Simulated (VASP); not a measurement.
Here is a VASP 6.6.1 calculation.

INCAR

```
SYSTEM = Bi6Te7Se2
ALGO = Normal
EDIFF = 1E-7
EDIFFG = -0.005
ENCUT = 600
GGA = PS
IBRION = 2
ISIF = 3
ISMEAR = 0
KPAR = 4
LASPH = .True.
LCHARG = .False.
LREAL = .False.
LWAVE = .False.
NELM = 80
NSW = 90
PREC = Accurate
SIGMA = 0.03
```

File KPOINTS:

```
k-points
0
Gamma
  4 4 4
  0 0 0
```

The input POSCAR:

```
Bi6Te7Se2                               
1.0
    6.4868079741     -3.7451603310      0.0087596568
   -0.0003043910     -7.4908478728      0.0043798284
    2.1522766316     -1.2426174910    -10.0261105100
  Bi              Se              Te            
     6     2     7
Direct
     0.0581827762570441    0.6666666700000057    0.8061478363275849
     0.7311839759039079    0.3406230753825082    0.8048455306303793
     0.4051403912864303    0.9927102546174772    0.8048455306303866
     0.2677252939829949    0.6666666700000056    0.1982120293206015
     0.9266827801914588    0.3478769725477096    0.1977076635037667
     0.6078930927392042    0.9854563574522818    0.1977076635037884
     0.6622545583150355    0.6666666700000002    0.0021843904743644
     0.8909993373513685    0.6666666700000079    0.3491029857958454
     0.3367966475832629    0.3287437669184963    0.0028104388609048
     0.9988737545017522    0.0045895630814991    0.0028104388609018
     0.5434126817416436    0.3267405159762875    0.3707997783935397
     0.2034865377179187    0.0065928140237181    0.3707997783935377
     0.4503407184916932    0.6666666699999999    0.6300877626308272
     0.1265088451098831    0.3306764237165117    0.6309690863367858
     0.7905186088263954    0.0026569062834914    0.6309690863367858
```

Potentials or basis: VASP PAW PBE potentials, release 64 (Bi_d, Se, Te).

The run is started by

```bash
$ cat potpaw_PBE.64/Bi_d/POTCAR potpaw_PBE.64/Se/POTCAR potpaw_PBE.64/Te/POTCAR > POTCAR
$ mpirun -np 4 vasp_std > vasp.out
```

Question: What does it give for the band gap on the k mesh?

Answer: 0.12 eV, direct.

Question: Estimate the relaxed cell.

Answer: a = 7.490 Å, b = 7.490 Å, c = 10.328 Å, α = 83.12°, β = 76.15°, γ = 60.00°.

Final structure:
```
Bi Se Te
1.0
     6.48613   -3.74477    0.00881
    -0.00046   -7.49034    0.00441
     2.15199   -1.24245  -10.02500
Bi Se Te
6 2 7
Cartesian
  2.1113 -6.2127 -8.0785
  6.4743 -6.2896 -8.0612
  4.3594 -9.9527 -8.0612
  2.1630 -6.2425 -1.9811
  6.4357 -6.3215 -1.9718
  4.3677 -9.9034 -1.9718
  4.2999 -7.4763 -0.0133
  6.5309 -8.7644 -3.4882
  2.1908 -3.7270 -0.0238
  6.4850 -3.7788 -0.0194
  4.3225 -4.9432 -3.7112
  2.1179 -1.2721 -3.7156
  4.2759 -7.4624 -6.3103
  2.1783 -3.7344 -6.3229
  6.4851 -3.7643 -6.3185
```

Caveat: spin-orbit coupling is left out, which as a rule narrows the gap of such compounds by several tenths of an eV. A k mesh can miss the band edges.
